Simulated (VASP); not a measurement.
Write the native input for VASP 6.6.1 that does the following.

- Task: relaxation of cell and atoms
- Functional: PBEsol
- Potentials or basis: VASP PAW PBE potentials, release 64 (Ga_d, Sn_d)
- Cutoff: 600 eV
- k mesh: 8 × 8 × 8
- Occupations: fermi-dirac, width 0.05 eV
- Spin: no spin polarisation
- Target pressure: 5 GPa
- Further INCAR settings: ALGO = Normal; EDIFF = 1e-07; IBRION = 2; EDIFFG = -0.005; NSW = 40; ISIF = 3
- Target pressure: 5 GPa

The structure of GaSn lies in POSCAR:

```
GaSn
1.0
    0.0000000000      2.9028814200      3.0982155700
    2.7292512900      0.0000000000      3.0982155700
    2.7292512900      2.9028814200      0.0000000000
Ga Sn
1 1
Direct
    0.5000000000      0.5000000000      0.5000000000
    0.0000000000      0.0000000000      0.0000000000
```

The cell was built by a generator and needn't be a form met in nature.

One way to write it, as run:

INCAR

```
SYSTEM = GaSn
ALGO = Normal ; EDIFF = 1E-7
EDIFFG = -0.005 ; ENCUT = 600
GGA = PS ; IBRION = 2
ISIF = 3 ; ISMEAR = -1
LASPH = .TRUE. ; LCHARG = .FALSE.
LREAL = .FALSE. ; LWAVE = .FALSE.
NELM = 80 ; NSW = 40
PREC = Accurate ; PSTRESS = 50
SIGMA = 0.05
```

KPOINTS

```
k-points
0
G
  8 8 8
  0 0 0
```

Potentials or basis: VASP PAW PBE potentials, release 64 (Ga_d, Sn_d).

Launch:

```bash
$ cat potpaw_PBE.64/Ga_d/POTCAR potpaw_PBE.64/Sn_d/POTCAR > POTCAR
$ mpirun -np 1 vasp_std > vasp.out
```

It gave:

The relaxed volume is 21.46 Å³/atom, the relaxed cell is a = 3.931 Å, b = 3.930 Å, c = 3.930 Å, α = 60.01°, β = 59.99°, γ = 59.99° and the space group after relaxing (to 0.05 Å) is Fm-3m (No. 225). The energy change on relaxing (the enthalpy is what falls) is -45.3 meV/atom, the ionic steps are 13 and the pressure after relaxing is 5.0 GPa. The band gap on the k mesh is none (metal or under the smearing width).

Caveat: the cell is relaxed towards a set pressure, so the enthalpy falls and the energy may rise; the PAW data sets were made with another functional, which shifts forces and pressure a little.

Run time: 6.8 min on 1 thread of Intel(R) Xeon(R) Platinum 8559C (Emerald Rapids), on a shared host, peak memory 0.27 GiB.
